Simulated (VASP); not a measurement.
# Ba2NaPdF6 (Fm-3m) in VASP: single point with r2SCAN

Aim: the single point of Ba2NaPdF6 with r2SCAN.

All numbers are computed with VASP 6.6.1; they aren't measurements. Logs are shortened: lines on timing, memory, paths and dates and some standing lists are left out, and cuts for length are marked.

## 1. Starting point

Symmetry: Fm-3m, No. 225, cubic system. The conventional cell has a = 8.962 Å, b = 8.962 Å, c = 8.962 Å, α = 90.00°, β = 90.00°, γ = 90.00°. Around F (site symmetry 4mm) lie 1 Pd at 2.09 Å and 1 Na at 2.39 Å. Around Na (site symmetry m-3m) lie 6 F at 2.39 Å. Around Ba (site symmetry -43m) lie 12 F at 3.17 Å. Pd (site symmetry m-3m) has 6 F at 2.09 Å as nearest neighbours.

The cell was built by a generator and needn't be a form met in nature.

## 2. Single point, r2SCAN

POSCAR reads:

```
Ba2NaPdF6
1.0
    0.0000000000      4.4808458900      4.4808458900
    4.4808458900      0.0000000000      4.4808458900
    4.4808458900      4.4808458900      0.0000000000
F Na Ba Pd
6 1 2 1
Direct
    0.7670000000      0.2330000000      0.2330000000
    0.2330000000      0.7670000000      0.2330000000
    0.2330000000      0.7670000000      0.7670000000
    0.7670000000      0.2330000000      0.7670000000
    0.2330000000      0.2330000000      0.7670000000
    0.7670000000      0.7670000000      0.2330000000
    0.5000000000      0.5000000000      0.5000000000
    0.2500000000      0.2500000000      0.2500000000
    0.7500000000      0.7500000000      0.7500000000
    0.0000000000      0.0000000000      0.0000000000
```

INCAR.step1 reads:

```
SYSTEM = Ba2NaPdF6
  ALGO = Normal
  EDIFF = 1E-4
  ENCUT = 520
  GGA = PE
  ISMEAR = -5
  LASPH = .True.
  LCHARG = .False.
  LMAXMIX = 4
  LREAL = .False.
  LWAVE = .True.
  NBANDS = 50
  NELM = 60
  PREC = Accurate
  SIGMA = 0.0194
```

INCAR.step2 reads:

```
SYSTEM = Ba2NaPdF6
  ALGO = Normal
  EDIFF = 1E-7
  ENCUT = 520
  ISIF = 2
  ISMEAR = 1
  ISTART = 1
  LASPH = .True.
  LCHARG = .False.
  LMAXMIX = 4
  LMIXTAU = .True.
  LORBIT = 11
  LREAL = .False.
  LWAVE = .False.
  METAGGA = R2SCAN
  NBANDS = 50
  NELM = 60
  PREC = Accurate
  SIGMA = 0.0194
```

KPOINTS reads:

```
k-points
0
Gamma
  5 5 5
  0 0 0
```

Potentials or basis: VASP PAW PBE potentials, release 64 (F, Na_pv, Ba_sv, Pd).

The run is started by

```bash
> cat potpaw_PBE.64/F/POTCAR potpaw_PBE.64/Na_pv/POTCAR potpaw_PBE.64/Ba_sv/POTCAR potpaw_PBE.64/Pd/POTCAR > POTCAR
> cp INCAR.step1 INCAR
> mpirun -np 1 vasp_std > vasp.out
> cp INCAR.step2 INCAR
> mpirun -np 1 vasp_std > vasp.out
```

OUTCAR:

```text
SYSTEM = Ba2NaPdF6
   EDIFF = 1E-7
   ENCUT = 520
   ISIF = 2
   ISMEAR = 1
   ISTART = 1
   LASPH = .True.
   LORBIT = 11
   LREAL = .False.
   METAGGA = R2SCAN
   NELM = 60
   PREC = Accurate

 ion  position               nearest neighbor table
   1  0.767  0.233  0.233-  10 2.09   9 3.17   8 3.17   9 3.17   8 3.17
   2  0.233  0.767  0.233-  10 2.09   9 3.17   8 3.17   9 3.17   8 3.17
   3  0.233  0.767  0.767-  10 2.09   9 3.17   9 3.17   8 3.17   8 3.17
   4  0.767  0.233  0.767-  10 2.09   9 3.17   9 3.17   8 3.17   8 3.17
   5  0.233  0.233  0.767-  10 2.09   9 3.17   8 3.17   9 3.17   8 3.17
   6  0.767  0.767  0.233-  10 2.09   9 3.17   9 3.17   8 3.17   8 3.17
   7  0.500  0.500  0.500-
   8  0.250  0.250  0.250-   1 3.17   4 3.17   6 3.17   2 3.17   3 3.17   6 3.17   3 3.17   4 3.17
                             5 3.17   1 3.17   2 3.17   5 3.17  10 3.88  10 3.88  10 3.88  10 3.88
   9  0.750  0.750  0.750-   3 3.17   4 3.17   6 3.17   1 3.17   2 3.17   6 3.17   1 3.17   4 3.17
                             5 3.17   2 3.17   3 3.17   5 3.17  10 3.88  10 3.88  10 3.88  10 3.88
  10  0.000  0.000  0.000-   1 2.09   2 2.09   3 2.09   4 2.09   5 2.09   6 2.09   9 3.88   9 3.88
                             9 3.88   8 3.88   8 3.88   8 3.88   9 3.88   8 3.88

  LATTYP: Found a face centered cubic cell.
 ALAT       =     8.9616917800

  Lattice vectors:

 A1 = (   0.0000000000,   4.4808458900,   4.4808458900)
 A2 = (   4.4808458900,   0.0000000000,   4.4808458900)
 A3 = (   4.4808458900,   4.4808458900,   0.0000000000)

Analysis of symmetry for initial positions (statically):
=====================================================================
 Subroutine PRICEL returns:
 Original cell was already a primitive cell.

 Routine SETGRP: Setting up the symmetry group for a
 face centered cubic supercell.

 Subroutine GETGRP returns: Found 48 space group operations
 (whereof 48 operations were pure point group operations)
 out of a pool of 48 trial point group operations.

The static configuration has the point symmetry O_h .

Analysis of symmetry for dynamics (positions and initial velocities):
=====================================================================
 Subroutine PRICEL returns:
 Original cell was already a primitive cell.

 Routine SETGRP: Setting up the symmetry group for a
 face centered cubic supercell.

 Subroutine GETGRP returns: Found 48 space group operations
 (whereof 48 operations were pure point group operations)
 out of a pool of 48 trial point group operations.

The dynamic configuration has the point symmetry O_h .

 Subroutine INISYM returns: Found 48 space group operations
 (whereof 48 operations are pure point group operations),
 and found     1 'primitive' translations

----------------------------------------------------------------------------------------

                                     Primitive cell

  volume of cell :     179.9327

  direct lattice vectors                    reciprocal lattice vectors
     0.000000000  4.480845890  4.480845890    -0.111586074  0.111586074  0.111586074
     4.480845890  0.000000000  4.480845890     0.111586074 -0.111586074  0.111586074
     4.480845890  4.480845890  0.000000000     0.111586074  0.111586074 -0.111586074

  length of vectors
     6.336873029  6.336873029  6.336873029     0.193272749  0.193272749  0.193272749

  position of ions in fractional coordinates (direct lattice)
     0.767000000  0.233000000  0.233000000
     0.233000000  0.767000000  0.233000000
     0.233000000  0.767000000  0.767000000
     0.767000000  0.233000000  0.767000000
     0.233000000  0.233000000  0.767000000
     0.767000000  0.767000000  0.233000000
     0.500000000  0.500000000  0.500000000
     0.250000000  0.250000000  0.250000000
     0.750000000  0.750000000  0.750000000
     0.000000000  0.000000000  0.000000000

  ion indices of the primitive-cell ions
   primitive index   ion index
                 1           1
                 2           2
                 3           3
                 4           4
                 5           5
                 6           6
                 7           7
                 8           8
                 9           9
                10          10

----------------------------------------------------------------------------------------

 KPOINTS: k-points

Automatic generation of k-mesh.
 Grid dimensions read from file:
 generate k-points for:    5    5    5

 Generating k-lattice:

  Cartesian coordinates                     Fractional coordinates (reciprocal lattice)
    -0.022317215  0.022317215  0.022317215     0.200000000  0.000000000  0.000000000
     0.022317215 -0.022317215  0.022317215     0.000000000  0.200000000  0.000000000
     0.022317215  0.022317215 -0.022317215     0.000000000  0.000000000  0.200000000

  Length of vectors
     0.038654550  0.038654550  0.038654550

  Shift w.r.t. Gamma in fractional coordinates (k-lattice)
     0.000000000  0.000000000  0.000000000

 Subroutine IBZKPT returns following result:
 ===========================================

 Found     10 irreducible k-points:

 Following reciprocal coordinates:
            Coordinates               Weight
  0.000000  0.000000  0.000000      1.000000
  0.200000  0.000000  0.000000      8.000000
  0.400000  0.000000  0.000000      8.000000
  0.200000  0.200000  0.000000      6.000000
  0.400000  0.200000  0.000000     24.000000
 -0.400000  0.200000  0.000000     24.000000
 -0.200000  0.200000  0.000000     12.000000
  0.400000  0.400000  0.000000      6.000000
 -0.400000  0.400000  0.000000     12.000000
 -0.400000  0.400000  0.200000     24.000000
   k-points           NKPTS =     10   k-points in BZ     NKDIM =     10   number of bands    NBANDS=     50
   number of dos      NEDOS =    301   number of ions     NIONS =     10
   total plane-waves  NPLWV = 110592
   dimension x,y,z NGX =    48 NGY =   48 NGZ =   48
   dimension x,y,z NGXF=    96 NGYF=   96 NGZF=   96
   ions per type =               6   1   2   1
   NGX,Y,Z   is equivalent  to a cutoff of  12.59, 12.59, 12.59 a.u.
   NGXF,Y,Z  is equivalent  to a cutoff of  25.19, 25.19, 25.19 a.u.
 SYSTEM =  Ba2NaPdF6
   PREC   = accura    normal or accurate (medium, high low for compatibility)
   ISTART =      1    job   : 0-new  1-cont  2-samecut
   ICHARG =      0    charge: 1-file 2-atom 10-const
   ISPIN  =      1    spin polarized calculation?
   LNONCOLLINEAR =      F non collinear calculations
   LSORBIT =      F    spin-orbit coupling
   LASPH  =      T    aspherical Exc in radial PAW
   ENCUT  =  520.0 eV  38.22 Ry    6.18 a.u.  11.78 11.78 11.78*2*pi/ulx,y,z
   NELM   =     60;   NELMIN=  2; NELMDL=  0     # of ELM steps
   EDIFF  = 0.1E-06   stopping-criterion for ELM
   LREAL  =      F    real-space projection
[... 7 lines left out ...]
   TEBEG  =    0.0;   TEEND  =   0.0 temperature during run
   PSTRESS=    0.0 pullay stress
   NELECT =      79.0000    total number of electrons
   NUPDOWN=      -1.0000    fix difference up-down
   EMIN   =  10.00;   EMAX   =-10.00  energy-range for DOS
   EFERMI =   0.00;   METHOD = LEGACY
   ISMEAR =     1;   SIGMA  =   0.02  broadening in eV -4-tet -1-fermi 0-gaus
   EFERMI_NEDOS =   21; number of points for ismear=-14 and -15
   IALGO  =     38    algorithm
   IMIX   =      4    mixing-type and parameters
     AMIX     =   0.40;   BMIX     =  1.00
     AMIX_MAG =   1.60;   BMIX_MAG =  1.00
  volume/ion in A,a.u.               =      17.99       121.42
  Fermi-wavevector in a.u.,A,eV,Ry     =   1.244268  2.351325 21.064571  1.548202
  Thomas-Fermi vector in A             =   2.378542
   LORBIT       =     11    0 simple, 1 ext, 2 COOP (PROOUT), +10 PAW based schemes
   METAGGA = R2SCAN    functional components
   LHFCALC =     F    Hartree Fock is set to
   AEXX    =    0.0000 exact exchange contribution
   IVDW    =     0    specifies the selected vdW correction
   LEPSILON=     F    determine dielectric tensor
   LRPA    =     F    only Hartree local field effects (RPA)
 non-spin polarized calculation
 Methfessel and Paxton  Order N= 1 SIGMA  =   0.02
  energy-cutoff  :      520.00
  volume of cell :      179.93
 maximum number of plane-waves:      4909
   NGX = 23   NGY = 23   NGZ = 23

 number of electron      78.9999972 magnetization

 Free energy of the ion-electron system (eV)
  ---------------------------------------------------
  ext. energy  EPLUGINS =         0.00000000
  ---------------------------------------------------
  free energy    TOTEN  =      -125.04452920 eV

  energy without entropy =     -125.04458132  energy(sigma->0) =     -125.04454657

 E-fermi :   4.5878     XC(G=0):  -9.5885

 val. band max:        4.5797569691   @ k =   0.2000   0.2000   0.0000
 cond. band min:       4.5977744276   @ k =  -0.4000   0.4000   0.2000
 fundamental gap:      0.0180174585
 Fermi energy:         4.5878191625

 k-point     1 :       0.0000    0.0000    0.0000
  band No.  band energies     occupation
      1     -27.0107      2.00000
      2     -26.9595      2.00000
      3     -22.2404      2.00000
      4     -22.1261      2.00000
      5     -22.1260      2.00000
      6     -22.1260      2.00000
[... 42 lines left out ...]
     49       7.3196      0.00000
     50       8.3492      0.00000
[... 475 lines left out ...]
     49       7.4615      0.00000
     50       7.5960      0.00000

------------------------ aborting loop because EDIFF is reached ----------------------------------------

  FORCE on cell =-STRESS in cart. coord.  units (eV):
  Direction    XX          YY          ZZ          XY          YZ          ZX
  --------------------------------------------------------------------------------------
  -------------------------------------------------------------------------------------
  Total        0.3083875      0.3083875      0.3083875      0.0000000      0.0000000      0.0000000
  in kB        2.7459794      2.7459794      2.7459794      0.0000000      0.0000000      0.0000000
  external PRESSURE =       2.7459794 kB  Pullay stress =       0.0000000 kB

 VOLUME and BASIS-vectors are now :
 -----------------------------------------------------------------------------
  energy-cutoff  :      520.00
  volume of cell :      179.93
      direct lattice vectors                 reciprocal lattice vectors
     0.000000000  4.480845890  4.480845890    -0.111586074  0.111586074  0.111586074
     4.480845890  0.000000000  4.480845890     0.111586074 -0.111586074  0.111586074
     4.480845890  4.480845890  0.000000000     0.111586074  0.111586074 -0.111586074

 POSITION                                       TOTAL-FORCE (eV/Angst)
 -----------------------------------------------------------------------------------
      2.08807      4.48085      4.48085         2.862402      0.000000     -0.000000
      4.48085      2.08807      4.48085        -0.000000      2.862402     -0.000000
      6.87362      4.48085      4.48085        -2.862402      0.000000     -0.000000
      4.48085      6.87362      4.48085        -0.000000     -2.862402     -0.000000
      4.48085      4.48085      2.08807        -0.000000      0.000000      2.862402
      4.48085      4.48085      6.87362        -0.000000      0.000000     -2.862402
      4.48085      4.48085      4.48085        -0.000000      0.000000     -0.000000
      2.24042      2.24042      2.24042         0.000000      0.000000     -0.000000
      6.72127      6.72127      6.72127        -0.000000      0.000000      0.000000
      0.00000      0.00000      0.00000        -0.000000      0.000000     -0.000000
 -----------------------------------------------------------------------------------
    total drift:                               -0.000000     -0.000000     -0.000000

  FREE ENERGIE OF THE ION-ELECTRON SYSTEM (eV)
  ---------------------------------------------------
  free  energy   TOTEN  =      -125.0445291988 eV

  energy  without entropy=     -125.0445813231  energy(sigma->0) =     -125.04454657

 total charge

# of ion       s       p       d       tot
------------------------------------------
    1        1.742   4.354   0.000   6.096
    2        1.742   4.354   0.000   6.096
    3        1.742   4.354   0.000   6.096
    4        1.742   4.354   0.000   6.096
    5        1.742   4.354   0.000   6.096
    6        1.742   4.354   0.000   6.096
    7        0.050   5.986   0.000   6.036
    8        1.991   5.619   0.132   7.743
    9        1.991   5.619   0.132   7.743
   10        0.310   0.425   8.725   9.460
--------------------------------------------------
tot         14.793  43.772   8.990  67.555
```

Run time: 4.1 min. Hardware: 1 thread of Intel Xeon 6975P-C (Granite Rapids), shared host; peak memory 0.41 GiB.

Results:

```
Free energy                                           : -125.0445 eV
Pressure                                              : 0.3 GPa
Largest force                                         : 2.862 eV/Å
Band gap on the k mesh                                : none (metal or under the smearing width)
Valence electrons inside the program's atomic spheres : F 6.10; Na 6.04; Ba 7.74; Pd 9.46
```

Forces on the atoms (eV/Å):
```
F    2.862  0.000  0.000
F    0.000  2.862  0.000
F   -2.862  0.000  0.000
F    0.000 -2.862  0.000
F    0.000  0.000  2.862
F    0.000  0.000 -2.862
Na   0.000  0.000  0.000
Ba   0.000  0.000  0.000
Ba   0.000  0.000  0.000
Pd   0.000  0.000  0.000
```

Caveat: the PAW data sets were made with another functional, which shifts forces and pressure a little; an odd number of electrons without spin polarisation forces a metal; a magnetic or distorted state may lie lower.
